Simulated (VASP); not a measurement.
Crystal: Hf3SnS4.

```
Hf Sn S
1.0
     3.81280    0.00000    0.00000
     0.00000    5.42543    0.00000
     0.00000    0.00000    7.67686
Hf Sn S
3 1 4
Cartesian
  1.9064 2.7127 1.9596
  0.0000 0.0000 3.8384
  1.9064 2.7127 5.7173
  0.0000 0.0000 0.0000
  0.0000 2.7127 3.8384
  1.9064 0.0000 5.8648
  0.0000 2.7127 0.0000
  1.9064 0.0000 1.8120
```

The cell was built by a generator and needn't be a form met in nature.

| Item | Value |
| --- | --- |
| Program | VASP 6.6.1 |
| Task | relaxation of cell and atoms |
| Functional | PBE |
| Potentials or basis | VASP PAW PBE potentials, release 64 (Hf_pv, Sn_d, S) |
| Cutoff | 520 eV |
| k mesh | 4 × 3 × 2 |
| Occupations | gaussian, width 0.15 eV |
| Spin | no spin polarisation |

At the start: pressure -6.0 GPa; volume 19.85 Å³/atom.

Q: Where does the relaxation end?

A: Over 16 steps the energy falls by 156.8 meV/atom and the volume is 19.32 Å³/atom (-2.7 %); space group Pmmm (No. 47, to 0.05 Å).

The path:
| step | energy change (eV) | largest force (eV/Å) | pressure (GPa) | volume (Å³) |
| --- | --- | --- | --- | --- |
| 1 | 0.0000 | 2.1229 | -6.05 | 158.80 |
| 2 | -0.5032 | 1.3439 | 6.11 | 142.20 |
| 3 | -0.5238 | 1.5248 | 3.70 | 144.67 |
| 4 | -0.8532 | 0.6629 | 2.52 | 146.99 |
| 5 | -0.9156 | 0.8126 | 2.29 | 148.37 |
| 6 | -0.9192 | 0.8755 | 2.43 | 148.70 |
| 7 | -1.0369 | 1.1487 | -2.55 | 155.96 |
| 8 | -1.0370 | 1.1477 | -2.39 | 156.04 |
| 9 | -1.1323 | 0.8727 | -2.45 | 156.57 |
| 10 | -1.2302 | 0.2417 | -1.76 | 157.50 |
| 11 | -1.2323 | 0.1334 | -1.45 | 157.78 |
| 12 | -1.2335 | 0.1415 | -1.59 | 157.66 |
| 13 | -1.2474 | 0.2109 | 0.27 | 154.73 |
| 14 | -1.2475 | 0.2082 | 0.15 | 154.94 |
| 15 | -1.2504 | 0.1468 | 0.04 | 154.84 |
| 16 | -1.2543 | 0.0458 | 0.04 | 154.53 |

Final structure:
```
CELL_PARAMETERS angstrom
3.75285 0.00000 0.00000
0.00000 5.33072 0.00000
0.00000 0.00000 7.72438
ATOMIC_POSITIONS crystal
Hf 0.50000 0.50000 0.29726
Hf 0.00000 0.00000 0.50000
Hf 0.50000 0.50000 0.70274
Sn 0.00000 0.00000 0.00000
S 0.00000 0.50000 0.50000
S 0.50000 0.00000 0.73364
S 0.00000 0.50000 0.00000
S 0.50000 0.00000 0.26636
```

Caveat: the k mesh is coarse (spacing up to 0.41 Å⁻¹), so the values aren't converged.
